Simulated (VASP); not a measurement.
## Germanium: quasiparticle gap under strain

Wanted: the deformation potential of the gap of Germanium, from G0W0. The cell has space group Fd-3m. The start is a cell from a database of measured crystal structures.

Program: VASP 6.6.1. Level of theory: r2SCAN; plane waves and PAW (Ge_d_GW), in the first sound run; inputs show where later runs differ. Results are calculated unless marked as measured.

### Step 1. Set-up

Symmetry: Fd-3m, No. 227, cubic system. Conventional cell: a = 5.658 Å, b = 5.658 Å, c = 5.658 Å, α = 90.00°, β = 90.00°, γ = 90.00°. Nearest to Ge lie 4 Ge at 2.45 Å.

### Step 2. Ground state

The orbitals come from a self-consistent r2SCAN run with a tight EDIFF and a narrow smearing. KPOINTS_OPT adds the bands along a path, which shows whether the mesh holds the band edges.

INCAR

```
SYSTEM = Ge
PREC = Accurate
ENCUT = 400
EDIFF = 1E-08
NELM = 100
ISMEAR = 0
SIGMA = 0.01
LREAL = .FALSE.
ALGO = Normal
METAGGA = R2SCAN
LASPH = .TRUE.
NBANDS = 20
LORBIT = 11
LWAVE = .TRUE.
LCHARG = .FALSE.
KPAR = 8
```

POSCAR

```
Ge
1.0
    0.0000000000      2.8289100000      2.8289100000
    2.8289100000      0.0000000000      2.8289100000
    2.8289100000      2.8289100000      0.0000000000
Ge
2
Direct
    0.7500000000      0.7500000000      0.7500000000
    0.5000000000      0.5000000000      0.5000000000
```

KPOINTS

```
Automatic mesh
0
Gamma
6 6 6
0 0 0
```

KPOINTS_OPT

```
Line mode
12
Line-mode
Reciprocal
  0.00000000   0.00000000   0.00000000 GAMMA
  0.50000000   0.00000000   0.50000000 X

  0.50000000   0.00000000   0.50000000 X
  0.50000000   0.25000000   0.75000000 W

  0.50000000   0.25000000   0.75000000 W
  0.37500000   0.37500000   0.75000000 K

  0.37500000   0.37500000   0.75000000 K
  0.00000000   0.00000000   0.00000000 GAMMA

  0.00000000   0.00000000   0.00000000 GAMMA
  0.50000000   0.50000000   0.50000000 L

  0.50000000   0.50000000   0.50000000 L
  0.62500000   0.25000000   0.62500000 U

  0.62500000   0.25000000   0.62500000 U
  0.50000000   0.25000000   0.75000000 W

  0.50000000   0.25000000   0.75000000 W
  0.50000000   0.50000000   0.50000000 L

  0.50000000   0.50000000   0.50000000 L
  0.37500000   0.37500000   0.75000000 K

  0.62500000   0.25000000   0.62500000 U
  0.50000000   0.00000000   0.50000000 X
```

The projector-augmented-wave data sets are Ge_d_GW (PBE family, release 64).

Run with:

```
> mpirun -np 8 vasp_std
```

What it wrote:

```text
[banner, memory and clock lines left out]
running    8 mpi-ranks, on    1 nodes
 distrk:  each k-point on    1 cores,    8 groups
 distr:  one band on    1 cores,    1 groups

 POSCAR found type information on POSCAR Ge
 POSCAR found :  1 types and       2 ions
|                                                                             |
|           W    W    AA    RRRRR   N    N  II  N    N   GGGG   !!!           |
|           W    W   A  A   R    R  NN   N  II  NN   N  G    G  !!!           |
|           W    W  A    A  R    R  N N  N  II  N N  N  G       !!!           |
|           W WW W  AAAAAA  RRRRR   N  N N  II  N  N N  G  GGG   !            |
|           WW  WW  A    A  R   R   N   NN  II  N   NN  G    G                |
|           W    W  A    A  R    R  N    N  II  N    N   GGGG   !!!           |
|                                                                             |
|     For optimal performance we recommend to set                             |
|       NCORE = 2 up to number-of-cores-per-socket                            |
|     NCORE specifies how many cores store one orbital (NPAR=cpu/NCORE).      |
|     This setting can greatly improve the performance of VASP for DFT.       |
|     The default, NCORE=1 might be grossly inefficient on modern             |
|     multi-core architectures or massively parallel machines. Do your        |
|     Unfortunately you need to use the default for GW and RPA                |
|     calculations (for HF NCORE is supported but not extensively tested      |
|     yet).                                                                   |
|                                                                             |

|                                                                             |
|               ----> ADVICE to this user running VASP <----                  |
|                                                                             |
|     You enforced a specific xc type in the INCAR file but a different       |
|     [... a line on the potential file left out ...]
|     I HOPE YOU KNOW WHAT YOU ARE DOING!                                     |
|                                                                             |

 LDA part: xc-table for (None), standard interpolation
 POSCAR, INCAR and KPOINTS ok, starting setup
 FFT: planning ... GRIDC
 FFT: planning ... GRID_SOFT
 FFT: planning ... GRID
 WAVECAR not read
 entering main loop
       N       E                     dE             d eps       ncg     rms          rms(c)
DAV:   1     0.210319708450E+03    0.21032E+03   -0.14245E+04   664   0.287E+03
DAV:   2     0.721188429246E+01   -0.20311E+03   -0.19909E+03   660   0.569E+02
DAV:   3    -0.285365965440E+02   -0.35748E+02   -0.35536E+02   736   0.175E+02
DAV:   4    -0.306502119283E+02   -0.21136E+01   -0.21129E+01   740   0.574E+01
DAV:   5    -0.307708354344E+02   -0.12062E+00   -0.12062E+00   860   0.137E+01    0.345E+00
DAV:   6    -0.277237589610E+02    0.30471E+01   -0.47177E-01   780   0.132E+01    0.199E+00
DAV:   7    -0.277139467101E+02    0.98123E-02   -0.16952E-01   856   0.744E+00    0.417E-01
DAV:   8    -0.277113333526E+02    0.26134E-02   -0.10354E-02   852   0.197E+00    0.141E-01
DAV:   9    -0.277113335638E+02   -0.21121E-06   -0.23963E-02   800   0.343E+00    0.999E-02
DAV:  10    -0.277104658323E+02    0.86773E-03   -0.29526E-03   860   0.118E+00    0.354E-02
DAV:  11    -0.277103998762E+02    0.65956E-04   -0.16684E-04   936   0.237E-01    0.210E-02
DAV:  12    -0.277103886438E+02    0.11232E-04   -0.78856E-06   944   0.475E-02    0.155E-02
DAV:  13    -0.277103663870E+02    0.22257E-04   -0.89946E-05   756   0.211E-01    0.209E-03
DAV:  14    -0.277103658445E+02    0.54251E-06   -0.18988E-06   716   0.168E-02    0.131E-03
DAV:  15    -0.277103661002E+02   -0.25573E-06   -0.46726E-08   840   0.276E-03    0.598E-04
DAV:  16    -0.277103662094E+02   -0.10918E-06   -0.11323E-07   764   0.741E-03    0.703E-04
DAV:  17    -0.277103660992E+02    0.11020E-06   -0.82112E-09   432   0.172E-03    0.116E-04
DAV:  18    -0.277103661202E+02   -0.21036E-07   -0.21011E-09   420   0.812E-04    0.537E-05
DAV:  19    -0.277103661405E+02   -0.20325E-07   -0.58787E-10   424   0.425E-04    0.296E-05
DAV:  20    -0.277103661512E+02   -0.10643E-07   -0.49739E-10   416   0.537E-04    0.103E-05
DAV:  21    -0.277103661528E+02   -0.15689E-08   -0.91411E-11   396   0.154E-04
   1 F= -.27710366E+02 E0= -.27710366E+02  d E =-.300512E-21
 Start KPOINTS_OPT (optional k-point list driver)
k-point batch [1-16\120]
       N       E                     dE             ncg
DAV:   1    -0.369957846977E+04   -0.12332E+05      644
DAV:   2    -0.697676178923E+04   -0.32772E+04      644
DAV:   3    -0.754565328056E+04   -0.56889E+03      756
DAV:   4    -0.757680033786E+04   -0.31147E+02      752
DAV:   5    -0.757843238104E+04   -0.16320E+01      828
DAV:   6    -0.757849596116E+04   -0.63580E-01      780
DAV:   7    -0.757849928612E+04   -0.33250E-02      868
DAV:   8    -0.757849943930E+04   -0.15318E-03      784
DAV:   9    -0.757849944756E+04   -0.82621E-05      744
DAV:  10    -0.757849944790E+04   -0.34272E-06      580
DAV:  11    -0.757849944793E+04   -0.25996E-07      528
DAV:  12    -0.757849944793E+04   -0.39199E-08      468
[...]
k-point batch [113-120\120]
       N       E                     dE             ncg
DAV:   1     0.537982371900E+04   -0.93471E+04      320
DAV:   2     0.376430625839E+04   -0.16155E+04      320
DAV:   3     0.349409444033E+04   -0.27021E+03      380
DAV:   4     0.347981856483E+04   -0.14276E+02      376
DAV:   5     0.347909710117E+04   -0.72146E+00      412
DAV:   6     0.347906654781E+04   -0.30553E-01      376
DAV:   7     0.347906467203E+04   -0.18758E-02      420
DAV:   8     0.347906455587E+04   -0.11616E-03      372
DAV:   9     0.347906454803E+04   -0.78334E-05      360
DAV:  10     0.347906454759E+04   -0.44476E-06      320
DAV:  11     0.347906454756E+04   -0.31152E-07      312
DAV:  12     0.347906454756E+04   -0.17708E-08      236
 writing wavefunctions
```

Wall time 39 s (8 MPI ranks of Intel Xeon Platinum 8488C (Sapphire Rapids), shared host); peak memory 1.4 GiB; 5.1 min of CPU time.

Lines that name or quote the potential files are left out of all logs, and their timing lines are given in words.

OUTCAR, selected parts (step 2):

```text
ion  position               nearest neighbor table
   1  0.750  0.750  0.750-   2 2.45   2 2.45   2 2.45   2 2.45
   2  0.500  0.500  0.500-   1 2.45   1 2.45   1 2.45   1 2.45

  LATTYP: Found a face centered cubic cell.
 ALAT       =     5.6578200000

 Subroutine GETGRP returns: Found 48 space group operations
 (whereof 24 operations were pure point group operations)

The static configuration has the point symmetry T_d .
 The point group associated with its full space group is O_h .

 Found     16 irreducible k-points:

   k-points           NKPTS =     16   k-points in BZ     NKDIM =     16   number of bands    NBANDS=     20

   dimension x,y,z NGX =    28 NGY =   28 NGZ =   28
   dimension x,y,z NGXF=    56 NGYF=   56 NGZF=   56

   ENCUT  =  400.0 eV  29.40 Ry    5.42 a.u.   6.52  6.52  6.52*2*pi/ulx,y,z

   NELECT =      28.0000    total number of electrons

 k-points in reciprocal lattice and weights: Automatic mesh
   0.00000000  0.00000000  0.00000000       0.005
   0.16666667  0.00000000  0.00000000       0.037
   0.33333333  0.00000000  0.00000000       0.037
   0.50000000  0.00000000  0.00000000       0.019
   0.16666667  0.16666667  0.00000000       0.028
   0.33333333  0.16666667  0.00000000       0.111
   0.50000000  0.16666667  0.00000000       0.111
  -0.33333333  0.16666667  0.00000000       0.111
  -0.16666667  0.16666667  0.00000000       0.056
[...]
-0.33333333  0.33333333  0.16666667       0.111
  -0.33333333  0.50000000  0.16666667       0.056

 average (electrostatic) potential at core
       1 -36.8949       2 -36.8949

 E-fermi :   2.8134

 k-point     1 :       0.0000    0.0000    0.0000
  band No.  band energies     occupation
    ...
     10     -22.4948      2.00000
     11     -10.5660      2.00000
     12       2.7499      2.00000
     13       2.7501      2.00000
     14       2.7501      2.00000
     15       3.1778      0.00000
     16       5.4632      0.00000
     17       5.4634      0.00000
     18       5.4634      0.00000
     19       9.8130      0.00000
    ...

 k-point     2 :       0.1667    0.0000    0.0000
  band No.  band energies     occupation
    ...
     10     -22.4827      2.00000
     11     -10.2128      2.00000
     12      -0.4524      2.00000
     13       2.1965      2.00000
     14       2.1967      2.00000
     15       3.9840      0.00000
     16       6.1978      0.00000
     17       6.1979      0.00000
     18       7.2776      0.00000
     19      11.1920      0.00000
    ...

 k-point     3 :       0.3333    0.0000    0.0000
  band No.  band energies     occupation
    ...
     10     -22.4735      2.00000
     11      -9.2328      2.00000
     12      -3.5380      2.00000
     13       1.5097      2.00000
     14       1.5099      2.00000
     15       3.4353      0.00000
     16       6.7788      0.00000
     17       6.7789      0.00000
     18      10.2894      0.00000
     19      11.2302      0.00000
    ...

  Total        0.0667577      0.0667577      0.0667577     -0.0000000     -0.0000000     -0.0000000
  in kB        2.3622427      2.3622427      2.3622427     -0.0000000     -0.0000000     -0.0000000
  external PRESSURE =       2.3622427 kB  Pullay stress =       0.0000000 kB

  energy-cutoff  :      400.00
  volume of cell :       45.28
      direct lattice vectors                 reciprocal lattice vectors
     0.000000000  2.828910000  2.828910000    -0.176746521  0.176746521  0.176746521
     2.828910000  0.000000000  2.828910000     0.176746521 -0.176746521  0.176746521
     2.828910000  2.828910000  0.000000000     0.176746521  0.176746521 -0.176746521

 POSITION                                       TOTAL-FORCE (eV/Angst)
 -----------------------------------------------------------------------------------
      4.24336      4.24336      4.24336        -0.000000      0.000000      0.000000
      2.82891      2.82891      2.82891         0.000000     -0.000000     -0.000000
 -----------------------------------------------------------------------------------
    total drift:                                0.000000      0.000000      0.000000

  FREE ENERGIE OF THE ION-ELECTRON SYSTEM (eV)
  ---------------------------------------------------
  free  energy   TOTEN  =       -27.7103661528 eV

  energy  without entropy=      -27.7103661528  energy(sigma->0) =      -27.71036615

 total charge
# of ion       s       p       d       tot
------------------------------------------
    1        1.060   1.243   9.972  12.275
    2        1.060   1.243   9.972  12.275
--------------------------------------------------
tot          2.120   2.486  19.945  24.550

[... 3 further parts left out ...]
```

The PAW data sets were made with PBE, which is usual practice but a small mismatch for other functionals.

Numbers from this step:

```yaml
free_energy_toten: -27.71 eV
fermi_energy: 2.813 eV
pressure: 0.2362 GPa
least_gap_on_mesh_and_path: 0.4277 eV
least_direct_gap_on_mesh_and_path: 0.4277 eV
```

The highest empty bands on the path are converged less tightly, to about 0.1 eV. Electronic bands along the path, in eV, zero at the valence-band top; v1 is the highest filled band, c1 the lowest empty one:

| point | v3 | v2 | v1 | c1 | c2 | c3 | c4 |
| --- | --- | --- | --- | --- | --- | --- | --- |
| Γ | 0.00 | 0.00 | 0.00 | 0.43 | 2.71 | 2.71 | 2.71 |
| 0.45 of the way | -4.37 | -1.95 | -1.95 | 1.36 | 3.20 | 5.77 | 5.77 |
| X | -9.22 | -3.24 | -3.24 | 0.98 | 0.98 | 10.10 | 10.10 |
| 0.55 of the way | -9.17 | -3.76 | -3.76 | 2.40 | 2.40 | 7.82 | 7.82 |
| W | -9.12 | -4.07 | -4.07 | 4.69 | 4.69 | 5.07 | 5.07 |
| 0.45 of the way | -8.73 | -4.38 | -3.45 | 2.70 | 4.56 | 6.30 | 6.44 |
| K | -8.60 | -4.52 | -2.78 | 1.40 | 4.43 | 7.72 | 7.83 |
| 0.45 of the way | -5.76 | -3.34 | -1.11 | 2.31 | 4.32 | 4.69 | 5.55 |
| Γ | 0.00 | 0.00 | 0.00 | 0.43 | 2.71 | 2.71 | 2.71 |
| 0.55 of the way | -5.26 | -1.03 | -1.03 | 0.87 | 3.94 | 3.94 | 6.53 |
| L | -7.88 | -1.49 | -1.49 | 0.46 | 4.01 | 4.01 | 7.65 |
| 0.55 of the way | -7.91 | -3.82 | -2.15 | 1.90 | 4.66 | 5.60 | 7.22 |
| U | -8.60 | -4.52 | -2.78 | 1.40 | 4.43 | 7.72 | 7.83 |
| 0.45 of the way | -8.69 | -4.42 | -3.29 | 2.34 | 4.52 | 6.60 | 6.74 |
| W | -9.12 | -4.07 | -4.07 | 4.69 | 4.69 | 5.07 | 5.07 |
| 0.45 of the way | -7.97 | -4.02 | -2.59 | 2.86 | 3.74 | 6.44 | 7.18 |
| L | -7.88 | -1.49 | -1.49 | 0.46 | 4.01 | 4.01 | 7.65 |
| 0.55 of the way | -7.91 | -3.82 | -2.15 | 1.90 | 4.66 | 5.60 | 7.22 |
| K | -8.60 | -4.52 | -2.78 | 1.40 | 4.43 | 7.72 | 7.83 |
| jump to U | -8.60 | -4.52 | -2.78 | 1.40 | 4.43 | 7.72 | 7.83 |
| 0.55 of the way | -9.10 | -3.74 | -3.15 | 1.07 | 1.92 | 9.28 | 9.43 |
| X | -9.22 | -3.24 | -3.24 | 0.98 | 0.98 | 10.10 | 10.10 |

The electronic bands as a text plot (rows in eV, shown from -8.0 to 2.7 only):

```
    2.5 |++   +        +    ++    +                  +
    2.0 | ++   +          ++  ++            +   +     +    +   +
    1.6 |   +   +  +    ++      +          + +++          + ++
    1.2 |+   +   ++              + +++                 + +    +++
    0.7 |     +++                     +++ +
    0.3 |                         +      +              +
   -0.2 |*                     ******
   -0.6 |**                   * *    *
   -1.1 |  *                 *   *    **
   -1.5 | * *               *  *   *    ****           ***
   -2.0 |                 **    *           *         ** ***
   -2.4 |  * *                      *      * **      *      *
   -2.9 |     **        **    **               *    *     *  **
   -3.3 |   *   ****   *     *       *      *   *     *        **
   -3.8 |           *       *                    * * *     *   *
   -4.2 |            ***   *                 *   ****       * *
   -4.7 |               ***                   ***            *
   -5.1 |    *                *       *
   -5.5 |                    *
   -6.0 |     *                        *
   -6.4 |                   *
   -6.9 |      *
   -7.3 |                  *            *
   -7.8 |       *         *              *****       *******
         Γ       X    W  K        Γ      L     U  W     L   K|U X
```

The cell has a gap of 0.428 eV on mesh and path. Spin-orbit coupling is left out, which can shift or reorder these edges.

### Step 3. Empty bands

The next step needs empty bands that the ground-state run didn't converge, so the Hamiltonian is diagonalised exactly for NBANDS bands, in a single step. LOPTICS writes the k-derivatives of the orbitals (WAVEDER), which give the long-wavelength limit of the screening.

INCAR

```
SYSTEM = Ge
PREC = Accurate
ENCUT = 400
ISMEAR = 0
SIGMA = 0.01
LREAL = .FALSE.
METAGGA = R2SCAN
LASPH = .TRUE.
NBANDS = 192
ALGO = Exact
NELM = 1
LWAVE = .TRUE.
LCHARG = .FALSE.
LOPTICS = .TRUE.
NEDOS = 1000
CSHIFT = 0.1
```

POSCAR is that of step 2.

KPOINTS is that of step 2.

Run with:

```
> mpirun -np 8 vasp_std
```

What it wrote:

```text
[banner, memory and clock lines left out]
running    8 mpi-ranks, on    1 nodes
 distrk:  each k-point on    8 cores,    1 groups
 distr:  one band on    1 cores,    8 groups

 POSCAR found type information on POSCAR Ge
 POSCAR found :  1 types and       2 ions
 [... a notice as in an earlier step ...]

 [... a notice as in an earlier step ...]

 LDA part: xc-table for (None), standard interpolation
 found WAVECAR, reading the header
  number of bands has changed, file:    20 present:   192
  trying to continue reading WAVECAR, but it might fail
 POSCAR, INCAR and KPOINTS ok, starting setup
 FFT: planning ... GRIDC
 FFT: planning ... GRID_SOFT
 FFT: planning ... GRID
 reading WAVECAR
 random initialization beyond band           20
 the WAVECAR file was read successfully
 initial charge from wavefunction
 entering main loop
       N       E                     dE             d eps       ncg     rms          rms(c)
DIA:   1    -0.277103661553E+02   -0.27710E+02    0.00000E+00     0   0.000E+00
   1 F= -.27710366E+02 E0= -.27710366E+02  d E =-.761214-154
 writing wavefunctions
 optical routines
 imaginary and real dielectric function
 direction            1
 direction            2
 direction            3
```

Run time: 14 s. Hardware: 8 MPI ranks; peak memory 1.2 GiB.

Parts of OUTCAR (step 3):

```text
 Found     16 irreducible k-points:

   k-points           NKPTS =     16   k-points in BZ     NKDIM =     16   number of bands    NBANDS=    192

   NELECT =      28.0000    total number of electrons

 E-fermi :   2.9359

 k-point     1 :       0.0000    0.0000    0.0000
  band No.  band energies     occupation
    ...
     10     -22.4947      2.00000
     11     -10.5660      2.00000
     12       2.7499      2.00000
     13       2.7501      2.00000
     14       2.7501      2.00000
     15       3.1778      0.00000
     16       5.4632      0.00000
     17       5.4634      0.00000
     18       5.4634      0.00000
     19       9.8130      0.00000
    ...

  Total        0.0664329      0.0664329      0.0664329      0.0000000      0.0000000      0.0000000
  in kB        2.3507503      2.3507503      2.3507503      0.0000000      0.0000000      0.0000000
  external PRESSURE =       2.3507503 kB  Pullay stress =       0.0000000 kB

 POSITION                                       TOTAL-FORCE (eV/Angst)
 -----------------------------------------------------------------------------------
      4.24336      4.24336      4.24336         0.000000     -0.000000      0.000000
      2.82891      2.82891      2.82891        -0.000000      0.000000     -0.000000
 -----------------------------------------------------------------------------------
    total drift:                                0.000000      0.000000      0.000000

  FREE ENERGIE OF THE ION-ELECTRON SYSTEM (eV)
  ---------------------------------------------------
  free  energy   TOTEN  =       -27.7103661553 eV

  energy  without entropy=      -27.7103661553  energy(sigma->0) =      -27.71036616

 plasma frequency squared (from intraband transitions) (eV^2)
  --------------------------------------------------------------------------------------
       0.000       0.000       0.000
       0.000       0.000       0.000
       0.000       0.000       0.000

[... 14 parts as in an earlier step ...]
```

The gap is read on the k-mesh alone, so it is an upper bound where the band edges lie off the mesh, and a coarse mesh can show a gap where there is none.

This step gave:

```yaml
gap_on_the_k_mesh: 0.4277 eV
least_direct_gap_on_the_k_mesh: 0.4277 eV
```

WAVECAR now holds 192 bands for 28 electrons. Its independent-particle dielectric tensor has xx, yy, zz = 99.0, 99.0, 99.0 on this mesh. It isn't tested for convergence in mesh or bands and lacks local fields, and at a small direct gap a coarse mesh makes it too large, which overscreens the GW step.

(Part 1 of 4 ends here.)

[Lines on the potential files, build, host, timing and source positions are cut from VASP's logs without a mark.]

[Logs are printed without paths, hosts, clocks, repeated set-up lines and the standing remarks that a program may print on its own settings, such as how far it seeks lower states.]

[Hosts, paths, dates, database ids (printed as entryN), source tags and the programs' standing remarks are cut or masked in the printed files.]

[Pressures printed for these runs are not shown converged in the cutoff: they can be off by several GPa and have the wrong sign.]

[In band tables of VASP the shares of atoms and orbitals are scaled to a sum of 1 inside the atoms' spheres.]
